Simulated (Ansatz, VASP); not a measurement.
# SiO2 in two plane-wave programs, part 3 of 3

Aim: how closely do two programs agree when they are given the same cell, functional and k mesh? The cell is taken from a series of runs on this material, whose earlier steps may have relaxed, scaled, displaced or heated it; both programs get it as it stands.

VASP 6.6.1 and Ansatz 0.2.0.

So far: The structure; VASP: zone-centre phonons, PBE.

### 3. Ansatz: zone-centre phonons, PBE

Level of this step: Ansatz beside VASP: Kohn-Sham DFT, plane waves, PBE (Ansatz).

Ansatz runs on its PAW soft_1 files.

The same cell, functional and mesh now go to Ansatz, which takes its cutoff from its data sets.

input.yaml reads:

```yaml
crystal:
  lattice:
    - [4.3091532102, 0.0, 0.0]
    - [0.0, 4.3091532102, 0.0]
    - [0.0, 0.0, 2.7031068805]
  atoms:
    - { symbol: O, position: [0.6908078805, 0.6908078805, 0.0] }
    - { symbol: O, position: [0.1908078805, 0.8091921195, 0.5] }
    - { symbol: O, position: [0.3091921195, 0.3091921195, 0.0] }
    - { symbol: O, position: [0.8091921195, 0.1908078805, 0.5] }
    - { symbol: Si, position: [0.5, 0.5, 0.5] }
    - { symbol: Si, position: [0.0, 0.0, 0.0] }
kpoints:
  mp_grid: { grid: [8, 8, 8] }
hamiltonian:
  xc: pbe
  pseudopotentials: { kind: paw, azcp: { folder: soft_1 } }
scf:
  occupations: { method: fixed }
output:
  eigenvalues: true
phonons:
  method: dfpt
  dielectric: true
  rigid_motions: translations
```

Run with:

```console
$ ansatz run input.yaml --threads 4 --pin off --max-ram 16384MiB --backend cpu --events-out ev --progress --plain --runs-dir out
```

Numbers of over 12 decimals in the logs are rounded to 6 here.

Output:

```text
Engine: ansatz 0.2.0, x86_64-unknown-linux-gnu
Pseudopotentials: kind: paw
Pseudopotential: O, paw, valence charge 6, recommended cutoff 420 eV (normal), soft_1/O.paw.azcp
Pseudopotential: Si, paw, valence charge 4, recommended cutoff 420 eV (normal), soft_1/Si.paw.azcp
Functional definition: PBE
  parameter kappa = 0.804
  parameter beta = 0.066725
  exchange = pbe_x(kappa = kappa, mu = beta*pi^2/3)
  correlation = pbe_c(beta = beta)
Crystal: 6 atoms, lattice volume = 50.193 Å³
Basis set: ecut = 420 eV, 985 PW (Γ), exchange–correlation on 60×60×40 points (8 copies of the dense FFT grid, shifted against one another)
Bands: 22, of which v1, the nominal top of the filled ones, is band 16 counted from 1 (15 counted from 0)
Symmetry: 16 space group operations
k-points: 260 of 512 (irreducible under 1 space group operation, time reversal used)
Non-local potential: O, projectors of the file, l = 0: 2, l = 1: 2, l = 2: 1
Non-local potential: Si, projectors of the file, l = 0: 2, l = 1: 2, l = 2: 1
PAW form: soft (Blöchl's): semilocal exchange-correlation on the pseudo side does not see the compensation charge
PAW one-centre angular grid: O, 110 points (default); XC on 64 Gauss nodes
PAW one-centre angular grid: Si, 110 points (default); XC on 64 Gauss nodes
Initial density: superposition of atomic densities (chi_scale 0.1, normalization cell, long waves kept (reshape's long-wave potential 0.00 eV rms))
Initial wavefunctions: pseudopotential atomic-orbital guess
Functional: x = pbe(κ = 0.804, μ = 0.219515), c = pbe(β = 0.066725)
SCF iter   1: F=—  HF=-3549.034652 eV  |F-HF|=—  |Δ(HF+E_count)|=         —  Δρ=1.37e-1  dr2=7.88e0  ethr=3.10e-3  ⟨swp⟩=4.4  Hψ=25532  notcnv=0  defer=1027
preconditioner: auto → none  [insulator: Δε(μ)=5.700 eV  Ē_g=18.640 eV  n_scr=10 (ndim 8)  ℏωp=29.6 eV  f_vac=0.000  ε∞_Penn≈3.5]
SCF iter   2: F=—  HF=-3547.144677 eV  |F-HF|=—  |Δ(HF+E_count)|=    1.89e0  Δρ=6.68e-2  dr2=8.75e-1  ethr=3.10e-3  ⟨swp⟩=3.1  Hψ=13753  notcnv=0  defer=1022
SCF iter   3: F=—  HF=-3546.956253 eV  |F-HF|=—  |Δ(HF+E_count)|=   1.88e-1  Δρ=2.32e-2  dr2=9.83e-2  ethr=2.73e-3  ⟨swp⟩=2.4  Hψ=10631  notcnv=0  defer=1024
SCF iter   4: F=—  HF=-3546.986834 eV  |F-HF|=—  |Δ(HF+E_count)|=   3.06e-2  Δρ=1.60e-3  dr2=5.55e-4  ethr=3.07e-4  ⟨swp⟩=2.3  Hψ=6754  notcnv=0  defer=1040
SCF iter   5: F=—  HF=-3546.987314 eV  |F-HF|=—  |Δ(HF+E_count)|=   4.81e-4  Δρ=2.14e-4  dr2=7.09e-6  ethr=1.74e-6  ⟨swp⟩=2.2  Hψ=9638  notcnv=0  defer=1040
SCF iter   6: F=—  HF=-3546.987329 eV  |F-HF|=—  |Δ(HF+E_count)|=   1.48e-5  Δρ=2.76e-5  dr2=1.87e-7  ethr=2.21e-8  ⟨swp⟩=2.0  Hψ=9332  notcnv=0  defer=504
SCF iter   7: F=—  HF=-3546.987329 eV  |F-HF|=—  |Δ(HF+E_count)|=   3.35e-7  Δρ=4.48e-6  dr2=3.03e-9  ethr=5.84e-10  ⟨swp⟩=2.0  Hψ=9510  notcnv=0  defer=475
SCF iter   8: F=-3546.987329 eV  HF=-3546.987329 eV  |F-HF|=8.14e-11  |Δ(HF+E_count)|=   5.04e-9  Δρ=4.40e-7  dr2=6.83e-11  ethr=1.00e-12  ⟨swp⟩=14.1  Hψ=42166  notcnv=0
SCF 1 converged in 8 iterations: F = -3546.987329 eV  dr2 = 6.83e-11
  greatest PAW one-centre occupation: 0.858 electrons in one spin orbital (limit 2), on the O atom at site 3 (counted from 0), in its partial waves of l = 0
DFPT response loops at Γ: preconditioner auto → none (the input reference at scf.mixing.eps_inf says where Resta's filter doesn't serve); β = 0.50; Broyden in place of MSR1
── the response to a field inside a basis, on 8×8×8 k-points: an SCF that follows is theirs, and a resumed run solves both again ──
Bands: 17, of which v1, the nominal top of the filled ones, is band 16 counted from 1 (15 counted from 0)
k-points: 40 of 512
Initial density: handed on by an earlier stage of this run
Initial wavefunctions: pseudopotential atomic-orbital guess (no wavefunctions were taken with the density)
Eigensolver: Dense (40 Hₖ)
SCF iter   1: F=—  HF=-3546.983048 eV  |F-HF|=—  |Δ(HF+E_count)|=         —  Δρ=4.01e-4  dr2=1.42e-5  ethr=1.00e-1
preconditioner: auto → none  [insulator: Δε(μ)=4.969 eV  Ē_g=15.117 eV  n_scr=10 (ndim 8)  ℏωp=29.6 eV  f_vac=0.000  ε∞_Penn≈4.8]
SCF iter   2: F=—  HF=-3546.983053 eV  |F-HF|=—  |Δ(HF+E_count)|=   4.60e-6  Δρ=1.66e-4  dr2=3.52e-6  ethr=4.44e-8
SCF iter   3: F=—  HF=-3546.983055 eV  |F-HF|=—  |Δ(HF+E_count)|=   2.26e-6  Δρ=7.22e-5  dr2=6.65e-7  ethr=1.10e-8
SCF iter   4: F=-3546.983055 eV  HF=-3546.983055 eV  |F-HF|=4.28e-9  |Δ(HF+E_count)|=   1.51e-7  Δρ=5.26e-6  dr2=4.81e-9  ethr=2.08e-9
SCF 1 converged in 4 iterations: F = -3546.983055 eV  dr2 = 4.81e-9
  greatest PAW one-centre occupation: 0.858 electrons in one spin orbital (limit 2), on the O atom at site 2 (counted from 0), in its partial waves of l = 0
DFPT response loops at Γ: mixed as the last ones told, above
SCF converged after 8 iterations
Free energy (F): -3546.987329 eV
Harris-Foulkes:  -3546.987329 eV  (|F-HF|=8.14e-11)
Internal energy: -3546.987329 eV  (E = F + TS)
E sigma→0 (E₀):  -3546.987329 eV
Fermi energy:    9.301619 eV
--- Per-component energies (eV) ---
  E_band       = 36.817141
  E_kinetic    = 778.313711
  E_local      = -1261.460376  (includes V_loc(G=0)·N_el)
  E_nonlocal   = 247.987727
  E_hartree    = 459.571444
  E_xc         = -402.984047
  E_vxc        = -466.824428  (∫ρ·V_xc dr)
  E_paw        = -1676.760116  (= ΣΔE_a)
  E_vpaw       = -180.345536  (= ΣTr[D̂ρ^β])
  E_aug_tail   = 0.003213  (compensation charges beyond the density's cutoff)
  E_ewald      = -1691.658885
  E_smearing   = -0.000000  (= −TS)
  E_closure    = -0.000000  (closes the sum)
  Σ components = -3546.987329   (vs F -3546.987329, Δ=0.00e0)
--- Band table (eV; the first three rows and the last of 260) ---
  k-point 0: bands = [... 12 lower, 6.8098, 8.4962, 8.4962, 9.3016, 13.8341, 15.8928, 17.5135, 17.5135, ... 2 higher]
  k-point 1: bands = [... 12 lower, 6.0544, 8.3669, 8.3669, 9.1542, 14.6060, 16.8802, 18.3395, 18.3395, ... 2 higher]
  k-point 2: bands = [... 12 lower, 4.9768, 7.9445, 7.9445, 8.6698, 15.8659, 18.5248, 19.1808, 19.9755, ... 2 higher]
  k-point 259: bands = [... 12 lower, 7.5775, 7.5775, 7.9439, 7.9439, 15.8443, 15.8443, 19.5369, 19.5369, ... 2 higher]
--- Phonons (Γ-DFPT): 4 representative perturbations + reference, on 260 of 512 k-points (Σ response iterations 12) ---
  k mesh reduced under 1 symmetry operation, with k and −k counted as one. Each operation leaves every solved perturbation unchanged. A smaller set is not considered because the run solves the response to a homogeneous field
  ASR residual: 2.616e-4 → 0.000e0 eV/Å²; symmetrization residual: 1.927e-6 eV/Å²
  ASR residual per site (eV/Å²): 6.18e-5 6.18e-5 6.18e-5 6.18e-5 2.62e-4 2.62e-4
  Γ frequencies (cm⁻¹): 0.00 0.00 0.00 229.78 358.60 360.38 360.38 493.81 493.81 535.61 535.61 548.77 609.87 690.57 692.51 779.37 779.37 861.36
  ε∞ (high-frequency dielectric tensor):
        3.485394     0.000000     0.000000
        0.000000     3.485394     0.000000
        0.000000     0.000000     3.643161
  ε⁰ (static dielectric tensor: ions relaxed, cell fixed):
       16.743978     0.000000    -0.000000
        0.000000    16.743978     0.000000
       -0.000000     0.000000     9.643121
  ε⁰ − ε∞ (ionic part):
       13.258584     0.000000    -0.000000
        0.000000    13.258584     0.000000
       -0.000000     0.000000     5.999960
  softest optical mode at Γ: 229.78 cm⁻¹; the repairs (sum rule, projections) moved no ω² at Γ by more than (1.85 cm⁻¹)²
  Born effective charges Z* (e; rows j = field, columns β = displacement):
    site 0:
        -1.93237   -0.62520    0.00000
        -0.62520   -1.93237    0.00000
         0.00000    0.00000   -2.06302
    site 1:
        -1.93237    0.62520    0.00000
         0.62520   -1.93237    0.00000
         0.00000    0.00000   -2.06302
    site 2:
        -1.93237   -0.62520    0.00000
        -0.62520   -1.93237    0.00000
         0.00000    0.00000   -2.06302
    site 3:
        -1.93237    0.62520    0.00000
         0.62520   -1.93237    0.00000
         0.00000    0.00000   -2.06302
    site 4:
         3.86475   -0.45979    0.00000
        -0.45979    3.86475    0.00000
         0.00000    0.00000    4.12604
    site 5:
[...]
Z* charge neutrality: 3.032e-3 e pre-enforcement
  solved inside a basis spanned on kpoints, on 8×8×8 k-points, its susceptibility summed on 8×8×12: ε∞ is read to err by 8.8e-3, Z* by 1.6e-2 e (field_mesh: kpoints solves on kpoints); Z* is corrected for what the basis lacks
  optical modes at Γ without the LO–TO term, one row a degenerate level:
      ω (cm⁻¹)  modes    IR ((D/Å)²/amu)
[...]
optical modes at Γ + LO–TO along q̂ = [1.0000, 0.0000, 0.0000]:
      ω (cm⁻¹)  modes    IR ((D/Å)²/amu)
[...]
optical modes at Γ + LO–TO along q̂ = [0.0000, 1.0000, 0.0000]:
      ω (cm⁻¹)  modes    IR ((D/Å)²/amu)
[...]
optical modes at Γ + LO–TO along q̂ = [0.0000, 0.0000, 1.0000]:
      ω (cm⁻¹)  modes    IR ((D/Å)²/amu)
[...]
493.81      2             1.7517
        535.61      2             0.0000
        548.77      1             0.0000
        690.57      1             0.0000
        692.51      1             0.0000
        779.37      2            19.7046
        861.36      1             0.0000
        992.22      1            52.5187
```

### 4. Side by side

Known differences besides the potentials themselves: fixed occupations in Ansatz, narrow Gaussian smearing in VASP; VASP's response is taken on the typed mesh, Ansatz refines its own for the field response alone; the cutoff is 420 eV in Ansatz and 600 eV in VASP; VASP's log repeats an internal error in its field response. Total energies have different zeros and are not compared.

Both answers:

```
                                     quantity  Ansatz   VASP  difference
                                        ε∞ xx    3.49   3.47     +0.45 %
                                        ε∞ yy    3.49   3.47     +0.45 %
                                        ε∞ zz    3.64   3.62     +0.52 %
 Born charge of O1 (mean of the diagonal) (e)   -1.98  -1.96       -0.01
Born charge of Si5 (mean of the diagonal) (e)    3.95   3.92       +0.03
                        optical mode 1 (cm⁻¹)   229.8  230.6     -0.37 %
                        optical mode 2 (cm⁻¹)   358.6  360.8     -0.61 %
                   optical mode 3 to 4 (cm⁻¹)   360.4  364.6     -1.16 %
                   optical mode 5 to 6 (cm⁻¹)   493.8  495.1     -0.26 %
                   optical mode 7 to 8 (cm⁻¹)   535.6  538.9     -0.61 %
                        optical mode 9 (cm⁻¹)   548.8  551.6     -0.51 %
                       optical mode 10 (cm⁻¹)   609.9  614.7     -0.78 %
                       optical mode 11 (cm⁻¹)   690.6  691.6     -0.15 %
                       optical mode 12 (cm⁻¹)   692.5  696.9     -0.63 %
                 optical mode 13 to 14 (cm⁻¹)   779.4  779.9     -0.07 %
                       optical mode 15 (cm⁻¹)   861.4  863.0     -0.19 %
```

Modes are paired by rising frequency, not by their patterns, so a pair may set unlike modes beside each other; they are those without the splitting of longitudinal modes.

### 5. Results

| Property | Result |
| --- | --- |
| r.m.s. difference of the optical zone-centre modes, each program's sorted by frequency (zone-centre phonons, PBE) | 2.8 cm⁻¹ |
| difference in optical mode 3 to 4 (zone-centre phonons, PBE) | -1.2 % |

What this shows: The r.m.s. difference of the optical zone-centre modes, each program's sorted by frequency is 2.8 cm⁻¹ (zone-centre phonons, PBE). Among the rows given in per cent, the largest difference of the zone-centre phonons, PBE pair is in optical mode 3 to 4, -1.2 %. How closely two codes agree says nothing of how well the functional describes the real material.

[Lines on the potential files, build, host, timing and source positions are cut from VASP's logs without a mark.]

[Logs are printed without paths, hosts, clocks, repeated set-up lines and the standing remarks that a program may print on its own settings, such as how far it seeks lower states.]

[Hosts, paths, dates, database ids (printed as entryN), source tags and the programs' standing remarks are cut or masked in the printed files.]
